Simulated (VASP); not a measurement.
Method: PW91 GGA, VASP's PBE PAW potentials (set 64) (plane waves; VASP).

VASP input:

### KPOINTS
```
Automatic mesh
0
Gamma
13 13 13
0 0 0
```

File POSCAR:
```
NiAl
2.9512390
  0.9999998758   0.0000000000   0.0000000000
  0.0000000000   0.9999998758   0.0000000000
  0.0000000000   0.0000000000   0.9999998758
Al Ni
1 1
Cartesian
  0.4999999379   0.4999999379   0.4999999379
  0.0000000000   0.0000000000   0.0000000000
```

**INCAR**
```
# general
SYSTEM   =  NiAl
PREC     =  Accurate
ENCUT    =  520
LREAL    =  .FALSE.
LASPH    =  .TRUE.

# electronic loop
EDIFF    =  1E-7
NELM     =  100
ALGO     =  Normal
LMAXMIX  =  4

# smearing
ISMEAR   =  1
SIGMA    =  0.1

# functional
GGA      =  91

# ions
ISIF     =  2

# output
LWAVE    =  .FALSE.
LCHARG   =  .FALSE.
```

POTCAR, in this order: Al Ni (PBE.64 set). Program: vasp_std.

Output

### OUTCAR
```
 ion  position               nearest neighbor table
   1  0.500  0.500  0.500-   2 2.56   2 2.56   2 2.56   2 2.56   2 2.56   2 2.56   2 2.56   2 2.56
  LATTYP: Found a simple cubic cell.
 ALAT       =     2.9512386334
 Subroutine PRICEL returns:
 Original cell was already a primitive cell.
 Subroutine GETGRP returns: Found 48 space group operations
The static configuration has the point symmetry O_h .
The dynamic configuration has the point symmetry O_h .
 Subroutine INISYM returns: Found 48 space group operations
 Subroutine IBZKPT returns following result:
 Found     84 irreducible k-points:

 Following reciprocal coordinates:
            Coordinates               Weight
  0.000000  0.000000  0.000000      1.000000
  0.076923  0.000000  0.000000      6.000000
  0.153846  0.000000  0.000000      6.000000
  0.230769  0.000000  0.000000      6.000000
  0.307692  0.000000  0.000000      6.000000
  0.384615  0.000000  0.000000      6.000000
  0.461538  0.000000  0.000000      6.000000
  0.076923  0.076923  0.000000     12.000000
  0.153846  0.076923  0.000000     24.000000
  0.230769  0.076923  0.000000     24.000000
...
```

OSZICAR:
```
       N       E                     dE             d eps       ncg     rms          rms(c)
DAV:   1     0.404557561244E+02    0.40456E+02   -0.57191E+03  1712   0.135E+03
DAV:   2    -0.104109225802E+02   -0.50867E+02   -0.48364E+02  1684   0.205E+02
DAV:   3    -0.116865569126E+02   -0.12756E+01   -0.12609E+01  1980   0.423E+01
DAV:   4    -0.117093287564E+02   -0.22772E-01   -0.22765E-01  2038   0.506E+00
DAV:   5    -0.117099782453E+02   -0.64949E-03   -0.64948E-03  1950   0.860E-01    0.110E+01
DAV:   6    -0.137259184010E+02   -0.20159E+01   -0.56137E+01  1894   0.126E+02    0.156E+01
DAV:   7    -0.104706057919E+02    0.32553E+01   -0.16117E+01  1866   0.759E+01    0.112E+00
DAV:   8    -0.104626745928E+02    0.79312E-02   -0.43945E-01  2118   0.822E+00    0.948E-01
DAV:   9    -0.104507772519E+02    0.11897E-01   -0.53098E-02  1954   0.376E+00    0.176E-01
DAV:  10    -0.104503842666E+02    0.39299E-03   -0.22840E-03  1934   0.739E-01    0.603E-02
DAV:  11    -0.104503795260E+02    0.47406E-05   -0.66813E-05  2118   0.806E-02    0.195E-02
DAV:  12    -0.104503771431E+02    0.23829E-05   -0.27469E-06  1932   0.148E-02    0.413E-03
DAV:  13    -0.104503766096E+02    0.53355E-06   -0.57546E-07  1326   0.107E-02    0.143E-03
DAV:  14    -0.104503766186E+02   -0.90902E-08   -0.77090E-08   892   0.259E-03
   1 F= -.10450377E+02 E0= -.10450451E+02  d E =0.223393E-03
```

File OUTCAR:
```
------------------------ aborting loop because EDIFF is reached ----------------------------------------
  FORCE on cell =-STRESS in cart. coord.  units (eV):
  Direction    XX          YY          ZZ          XY          YZ          ZX
  --------------------------------------------------------------------------------------
  Total       -1.3536672     -1.3536672     -1.3536672      0.0000000      0.0000000      0.0000000
  in kB      -84.3741675    -84.3741675    -84.3741675      0.0000000      0.0000000      0.0000000
  external PRESSURE =     -84.3741675 kB  Pullay stress =       0.0000000 kB
  volume of cell :       25.70
      direct lattice vectors                 reciprocal lattice vectors
     2.951238633  0.000000000  0.000000000     0.338840780  0.000000000  0.000000000
     0.000000000  2.951238633  0.000000000     0.000000000  0.338840780  0.000000000
     0.000000000  0.000000000  2.951238633     0.000000000  0.000000000  0.338840780
 POSITION                                       TOTAL-FORCE (eV/Angst)
 -----------------------------------------------------------------------------------
      1.47562      1.47562      1.47562         0.000000      0.000000      0.000000
      0.00000      0.00000      0.00000         0.000000      0.000000      0.000000
 -----------------------------------------------------------------------------------
    total drift:                                0.000000      0.000000      0.000000
  FREE ENERGIE OF THE ION-ELECTRON SYSTEM (eV)
  ---------------------------------------------------
  free  energy   TOTEN  =       -10.4503766186 eV

  energy  without entropy=      -10.4506000115  energy(sigma->0) =      -10.45045108
```
(Selected blocks of OUTCAR.)

**OUTCAR**
```
 val. band max:        8.9923984118   @ k =   0.4615   0.3077   0.3077

 cond. band min:       9.1001302685   @ k =   0.3077   0.0000   0.0000


 Fermi energy:         9.0339005144

 k-point     1 :       0.0000    0.0000    0.0000
  band No.  band energies     occupation
      1      -1.5287      2.00000
      2       6.1654      2.00000
      3       6.1654      2.00000
      4       7.6539      2.00000
      5       7.6539      2.00000
      6       7.6539      2.00000
      7      14.2706      0.00000
      8      14.2706      0.00000
      9      14.2706      0.00000
     10      16.9997      0.00000

 k-point     2 :       0.0769    0.0000    0.0000
  band No.  band energies     occupation
      1      -1.4252      2.00000
      2       6.1563      2.00000
      3       6.1880      2.00000
      4       7.6111      2.00000
      5       7.6111      2.00000
      6       7.6584      2.00000
      7      13.2391      0.00000
      8      14.4071      0.00000
      9      14.4071      0.00000
     10      17.0119      0.00000

 k-point     3 :       0.1538    0.0000    0.0000
  band No.  band energies     occupation
      1      -1.1162      2.00000
      2       6.0965      2.00000
      3       6.2517      2.00000
      4       7.4975      2.00000
      5       7.4975      2.00000
      6       7.6707      2.00000
      7      11.5830      0.00000
      8      14.8028      0.00000
      9      14.8028      0.00000
     10      17.0479      0.00000

 k-point     4 :       0.2308    0.0000    0.0000
  band No.  band energies     occupation
      1      -0.6066      2.00000
      2       5.8719      2.00000
      3       6.3434      2.00000
      4       7.3479      2.00000
      5       7.3479      2.00000
      6       7.6882      2.00000
      7      10.1062     -0.00000
      8      15.4254      0.00000
      9      15.4254      0.00000
     10      17.1047      0.00000

 k-point     5 :       0.3077    0.0000    0.0000
...
```

The compound is NiAl in the CsCl type structure. This cell is one point of a volume scan, at 1.06 of the reference volume. The run is not spin-polarised, so no magnetic state was tried. The electron count is odd and the run is not spin-polarised, which forces a metal.
